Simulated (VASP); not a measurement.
OSZICAR of a VASP run on BaTiO₃:

### OSZICAR
```
...
DAV:   9    -0.319740086945E+03    0.14747E+00   -0.31082E+00  2040   0.541E+00    0.259E+00
DAV:  10    -0.319972352144E+03   -0.23227E+00   -0.14880E+00  1984   0.307E+00    0.388E+00
DAV:  11    -0.319758944980E+03    0.21341E+00   -0.91217E-01  1976   0.333E+00    0.599E-01
DAV:  12    -0.319759131105E+03   -0.18612E-03   -0.49578E-02  1792   0.615E-01    0.445E-01
DAV:  13    -0.319756029591E+03    0.31015E-02   -0.17949E-02  2056   0.437E-01    0.146E-01
DAV:  14    -0.319756156667E+03   -0.12708E-03   -0.30013E-03  1896   0.205E-01    0.904E-02
DAV:  15    -0.319756054480E+03    0.10219E-03   -0.37679E-04  1968   0.832E-02    0.105E-02
DAV:  16    -0.319756071783E+03   -0.17303E-04   -0.11756E-04  2264   0.250E-02    0.262E-02
DAV:  17    -0.319756061057E+03    0.10726E-04   -0.47725E-05  2000   0.254E-02    0.516E-03
DAV:  18    -0.319756061008E+03    0.48945E-07   -0.43239E-06  1840   0.741E-03    0.413E-03
DAV:  19    -0.319756060644E+03    0.36390E-06   -0.29273E-07  1240   0.210E-03    0.226E-03
DAV:  20    -0.319756060351E+03    0.29305E-06   -0.71472E-07  1424   0.212E-03    0.137E-03
DAV:  21    -0.319756060405E+03   -0.53828E-07   -0.95313E-08   824   0.978E-04
   1 F= -.31975606E+03 E0= -.31975606E+03  d E =-.276480E-22
 Found     4 degrees of freedom:
       N       E                     dE             d eps       ncg     rms          rms(c)
DAV:   1    -0.319754616313E+03    0.14440E-02   -0.41136E-01  2472   0.748E-01    0.111E-01
DAV:   2    -0.319755146558E+03   -0.53024E-03   -0.70097E-03  2736   0.127E-01    0.559E-02
DAV:   3    -0.319755169034E+03   -0.22476E-04   -0.57513E-04  3224   0.459E-02    0.250E-02
DAV:   4    -0.319755167086E+03    0.19478E-05   -0.41267E-05  3032   0.256E-02    0.134E-02
DAV:   5    -0.319755167706E+03   -0.62019E-06   -0.10673E-05  2896   0.119E-02    0.604E-03
DAV:   6    -0.319755167726E+03   -0.19838E-07   -0.19554E-06  2936   0.556E-03    0.278E-03
DAV:   7    -0.319755167841E+03   -0.11524E-06   -0.57443E-07  2304   0.228E-03    0.127E-03
DAV:   8    -0.319755167845E+03   -0.38526E-08   -0.85561E-08  1248   0.118E-03
   2 F= -.31975517E+03 E0= -.31975517E+03  d E =-.121933E-22
       N       E                     dE             d eps       ncg     rms          rms(c)
DAV:   1    -0.319753437401E+03    0.17304E-02   -0.13382E+00  2536   0.124E+00    0.207E-01
DAV:   2    -0.319755087653E+03   -0.16503E-02   -0.22422E-02  2792   0.225E-01    0.998E-02
DAV:   3    -0.319755172892E+03   -0.85239E-04   -0.17684E-03  3192   0.789E-02    0.444E-02
DAV:   4    -0.319755164616E+03    0.82766E-05   -0.13203E-04  3152   0.403E-02    0.220E-02
DAV:   5    -0.319755167347E+03   -0.27316E-05   -0.31210E-05  2808   0.187E-02    0.918E-03
DAV:   6    -0.319755167598E+03   -0.25059E-06   -0.60750E-06  3224   0.905E-03    0.496E-03
DAV:   7    -0.319755167821E+03   -0.22302E-06   -0.14735E-06  2744   0.397E-03    0.231E-03
DAV:   8    -0.319755167863E+03   -0.42408E-07   -0.25777E-07  1704   0.184E-03
   3 F= -.31975517E+03 E0= -.31975517E+03  d E =-.132167E-22
       N       E                     dE             d eps       ncg     rms          rms(c)
DAV:   1    -0.319743354384E+03    0.11813E-01   -0.10290E+00  2888   0.437E+00    0.256E-01
DAV:   2    -0.319754509625E+03   -0.11155E-01   -0.13155E-01  2440   0.602E-01    0.123E-01
DAV:   3    -0.319754804820E+03   -0.29520E-03   -0.47724E-03  3128   0.133E-01    0.788E-02
DAV:   4    -0.319754787900E+03    0.16920E-04   -0.58001E-04  2760   0.736E-02    0.381E-02
DAV:   5    -0.319754770625E+03    0.17275E-04   -0.14249E-04  3256   0.416E-02    0.153E-02
DAV:   6    -0.319754771765E+03   -0.11397E-05   -0.44542E-05  2968   0.207E-02    0.100E-02
DAV:   7    -0.319754770342E+03    0.14229E-05   -0.91099E-06  3072   0.120E-02    0.398E-03
DAV:   8    -0.319754769842E+03    0.50040E-06   -0.31622E-06  2848   0.645E-03    0.250E-03
DAV:   9    -0.319754769613E+03    0.22904E-06   -0.74620E-07  2744   0.328E-03    0.133E-03
DAV:  10    -0.319754769540E+03    0.73105E-07   -0.26073E-07  2040   0.185E-03
   4 F= -.31975477E+03 E0= -.31975477E+03  d E =-.137126E-22
       N       E                     dE             d eps       ncg     rms          rms(c)
DAV:   1    -0.319719816785E+03    0.34953E-01   -0.20761E+00  2984   0.716E+00    0.437E-01
DAV:   2    -0.319753918896E+03   -0.34102E-01   -0.40116E-01  2384   0.934E-01    0.208E-01
DAV:   3    -0.319754819887E+03   -0.90099E-03   -0.12958E-02  2960   0.205E-01    0.134E-01
DAV:   4    -0.319754811547E+03    0.83402E-05   -0.14131E-03  2920   0.107E-01    0.750E-02
DAV:   5    -0.319754764104E+03    0.47443E-04   -0.25097E-04  2968   0.635E-02    0.262E-02
DAV:   6    -0.319754772709E+03   -0.86050E-05   -0.17903E-04  2944   0.340E-02    0.181E-02
DAV:   7    -0.319754769394E+03    0.33149E-05   -0.27675E-05  3072   0.181E-02    0.706E-03
DAV:   8    -0.319754769654E+03   -0.25916E-06   -0.90771E-06  2760   0.103E-02    0.462E-03
DAV:   9    -0.319754769494E+03    0.15913E-06   -0.13824E-06  2784   0.521E-03    0.276E-03
DAV:  10    -0.319754769444E+03    0.50746E-07   -0.56135E-07  2384   0.218E-03
   5 F= -.31975477E+03 E0= -.31975477E+03  d E =-.918513E-23
       N       E                     dE             d eps       ncg     rms          rms(c)
DAV:   1    -0.319741357446E+03    0.13412E-01   -0.19385E+00  3472   0.540E+00    0.202E-01
DAV:   2    -0.319755370521E+03   -0.14013E-01   -0.14767E-01  3144   0.677E-01    0.115E-01
DAV:   3    -0.319755456717E+03   -0.86195E-04   -0.34152E-03  4384   0.119E-01    0.686E-02
DAV:   4    -0.319755355105E+03    0.10161E-03   -0.50663E-04  3744   0.787E-02    0.299E-02
DAV:   5    -0.319755344443E+03    0.10661E-04   -0.12783E-04  3720   0.365E-02    0.178E-02
DAV:   6    -0.319755338675E+03    0.57682E-05   -0.59144E-05  3936   0.216E-02    0.116E-02
DAV:   7    -0.319755335704E+03    0.29708E-05   -0.98793E-06  3984   0.110E-02    0.742E-03
DAV:   8    -0.319755332463E+03    0.32410E-05   -0.69013E-06  4000   0.910E-03    0.168E-03
DAV:   9    -0.319755331762E+03    0.70168E-06   -0.27417E-06  3776   0.498E-03    0.123E-03
DAV:  10    -0.319755331479E+03    0.28255E-06   -0.63025E-07  3672   0.275E-03    0.767E-04
DAV:  11    -0.319755331332E+03    0.14729E-06   -0.27268E-07  2656   0.201E-03    0.388E-04
DAV:  12    -0.319755331285E+03    0.47225E-07   -0.19931E-07  2224   0.150E-03
   6 F= -.31975533E+03 E0= -.31975533E+03  d E =-.202719E-22
       N       E                     dE             d eps       ncg     rms          rms(c)
DAV:   1    -0.319751296886E+03    0.40344E-02   -0.38407E+00  3112   0.353E+00    0.194E-01
DAV:   2    -0.319755717510E+03   -0.44206E-02   -0.52322E-02  3448   0.372E-01    0.122E-01
DAV:   3    -0.319755491165E+03    0.22635E-03   -0.31074E-03  4128   0.889E-02    0.642E-02
DAV:   4    -0.319755318220E+03    0.17294E-03   -0.76726E-04  3416   0.678E-02    0.212E-02
DAV:   5    -0.319755331628E+03   -0.13408E-04   -0.16593E-04  3472   0.318E-02    0.178E-02
DAV:   6    -0.319755331745E+03   -0.11721E-06   -0.15432E-05  4248   0.108E-02    0.107E-02
DAV:   7    -0.319755331215E+03    0.52994E-06   -0.29055E-06  3656   0.561E-03    0.335E-03
DAV:   8    -0.319755331234E+03   -0.18343E-07   -0.84545E-07  3312   0.289E-03
   7 F= -.31975533E+03 E0= -.31975533E+03  d E =-.205735E-22
       N       E                     dE             d eps       ncg     rms          rms(c)
DAV:   1    -0.319752594563E+03    0.27367E-02   -0.25434E+00  2304   0.288E+00    0.176E-01
DAV:   2    -0.319755233646E+03   -0.26391E-02   -0.35121E-02  2656   0.491E-01    0.205E-01
DAV:   3    -0.319755147682E+03    0.85964E-04   -0.25670E-03  3024   0.131E-01    0.115E-01
DAV:   4    -0.319754929889E+03    0.21779E-03   -0.62083E-04  2632   0.686E-02    0.475E-02
DAV:   5    -0.319754900932E+03    0.28957E-04   -0.21109E-04  2592   0.451E-02    0.166E-02
DAV:   6    -0.319754895041E+03    0.58910E-05   -0.36464E-05  2944   0.179E-02    0.105E-02
DAV:   7    -0.319754889099E+03    0.59421E-05   -0.85970E-06  2768   0.100E-02    0.506E-03
DAV:   8    -0.319754885032E+03    0.40666E-05   -0.68334E-06  2712   0.839E-03    0.155E-03
DAV:   9    -0.319754884211E+03    0.82090E-06   -0.20419E-06  2824   0.416E-03    0.119E-03
DAV:  10    -0.319754883398E+03    0.81293E-06   -0.63344E-07  2384   0.306E-03    0.886E-04
DAV:  11    -0.319754882616E+03    0.78210E-06   -0.11139E-06  2440   0.390E-03    0.466E-04
DAV:  12    -0.319754882446E+03    0.17026E-06   -0.64426E-07  2480   0.241E-03    0.308E-04
DAV:  13    -0.319754882418E+03    0.28176E-07   -0.11386E-07  1344   0.121E-03
   8 F= -.31975488E+03 E0= -.31975488E+03  d E =-.172746E-22
       N       E                     dE             d eps       ncg     rms          rms(c)
DAV:   1    -0.319750891363E+03    0.39911E-02   -0.44613E+00  2312   0.346E+00    0.341E-01
DAV:   2    -0.319755759765E+03   -0.48684E-02   -0.77221E-02  2736   0.661E-01    0.377E-01
DAV:   3    -0.319755298629E+03    0.46114E-03   -0.58031E-03  2984   0.212E-01    0.211E-01
DAV:   4    -0.319754907606E+03    0.39102E-03   -0.17714E-03  2544   0.119E-01    0.971E-02
DAV:   5    -0.319754884564E+03    0.23042E-04   -0.55074E-04  2712   0.765E-02    0.281E-02
DAV:   6    -0.319754884280E+03    0.28369E-06   -0.86456E-05  3056   0.289E-02    0.186E-02
DAV:   7    -0.319754882587E+03    0.16932E-05   -0.14772E-05  2912   0.133E-02    0.104E-02
DAV:   8    -0.319754882426E+03    0.16158E-06   -0.63583E-06  2712   0.831E-03    0.254E-03
DAV:   9    -0.319754882428E+03   -0.19681E-08   -0.11535E-06  2504   0.389E-03    0.110E-03
DAV:  10    -0.319754882436E+03   -0.88912E-08   -0.22330E-07  1896   0.144E-03
   9 F= -.31975488E+03 E0= -.31975488E+03  d E =-.195888E-24
```

Q: Which electronic solver shows in the log?

A: It is blocked Davidson (ALGO = Normal, or the opening steps of other solvers). The INCAR had ALGO = Normal.

Q: Can the final energy be trusted as converged?

A: Self-consistency was reached. It stopped with EDIFF = 1E-7, NELM = 100 (PBE GGA, plane waves, VASP's PBE PAW potentials (set 64)).

The cell is a supercell, built from BaTiO3 (cubic perovskite, the ideal cubic form; the compound distorts at low or room temperature).
